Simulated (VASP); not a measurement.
Here is the system:

```xyz
4
Lattice="2.0980 -5.2470 0.0000 2.0980 5.2470 0.0000 0.0000 0.0000 3.8902" Properties=species:S:1:pos:R:3 pbc="T T T"
Y      2.0980     3.7948     0.9725
Y      2.0980    -3.7948     2.9176
Ge     2.0980     0.8879     0.9725
Ge     2.0980    -0.8879     2.9176
```

The numbers are results of LDA (Ceperley-Alder, Perdew-Zunger) with spin-orbit coupling, VASP's LDA PAW potentials (set 64) (plane waves; VASP 6.6.1), not measurements. Settings: 400 eV cut-off, 7×7×7 Γ-centred mesh, Gaussian smearing of 0.050 eV, potentials Y_sv Ge_d.

Q: Estimate the energy per atom (σ→0), band gap (over mesh and band path) with the smallest direct gap where there is one.

A: 
- band gap (over mesh and band path): none (metal, semimetal or under 0.01 eV)
- energy per atom (σ→0): -7.096 eV/atom

The structure comes from a computed database's YGe entry (Cmcm); how it stands against other phases isn't given here. It was relaxed first, which changed the volume by -6 %.
